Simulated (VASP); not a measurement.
An input for Quantum ESPRESSO's pw.x (written as the equivalent of a VASP run, and not itself run):

```
&CONTROL
  calculation = 'vc-relax'
  pseudo_dir = './pseudo'
  outdir = './out'
  tprnfor = .true.
  tstress = .true.
  nstep = 60
  forc_conv_thr = 0.00039
/
&SYSTEM
  ibrav = 0
  nat = 1
  ntyp = 1
  ecutwfc = 68
  occupations = 'smearing'
  smearing = 'methfessel-paxton'
  degauss = 0.00735
  input_dft = 'pbe'
  vdw_corr = 'grimme-d3'
  dftd3_version = 3
  dftd3_threebody = .false.
/
&ELECTRONS
  conv_thr = 7.3e-08
  electron_maxstep = 100
/
&IONS
/
&CELL
/
ATOMIC_SPECIES
  Ca 40.078 Ca.upf
CELL_PARAMETERS angstrom
     0.0000000    2.7900000    2.7900000
     2.7900000    0.0000000    2.7900000
     2.7900000    2.7900000    0.0000000
ATOMIC_POSITIONS crystal
  Ca   0.0000000  0.0000000  0.0000000
K_POINTS automatic
  10 10 10 0 0 0
```

Translate this input to VASP (INCAR, KPOINTS, POSCAR, choice of POTCAR).

Several could match; the one computed here: 
INCAR:
```
# general
SYSTEM = Ca
PREC   = Accurate
ENCUT  = 520
LREAL  = .FALSE.
LASPH  = .TRUE.   # aspherical one-centre terms

# electronic loop
EDIFF  = 1E-6   # SCF stop (eV)
NELM   = 100
ALGO   = Normal   # blocked Davidson

# smearing
ISMEAR = 1
SIGMA  = 0.1

# functional
GGA    = PE   # PBE
IVDW   = 11   # D3, zero damping

# ions
IBRION = 2   # conjugate gradients
NSW    = 60   # most ionic steps
ISIF   = 3   # ions, shape and volume
EDIFFG = -0.01   # ionic stop

# output
LWAVE  = .FALSE.
LCHARG = .FALSE.
```

**KPOINTS**
```
Automatic mesh
0
Gamma
10 10 10
0 0 0
```

### POSCAR
```
Ca
1
    0.0000000000     2.7900000000     2.7900000000
    2.7900000000     0.0000000000     2.7900000000
    2.7900000000     2.7900000000     0.0000000000
Ca
1
Direct
  0.0000000000   0.0000000000   0.0000000000
```

POTCAR, in this order: Ca_sv (PBE.64 set). Program: vasp_std.

Limits of the translation: the potentials are each code's own (VASP's PAW set, PseudoDojo norm-conserving files in pw.x), so ENCUT and ecutwfc are chosen apart and not converted; conv_thr bounds pw.x's estimated SCF error, while EDIFF bounds the energy change between steps; forc_conv_thr acts on force components and is met together with etot_conv_thr.

The compound is Ca in the fcc structure. This run relaxes it. Symmetry was kept, so distortions that lower it aren't found.
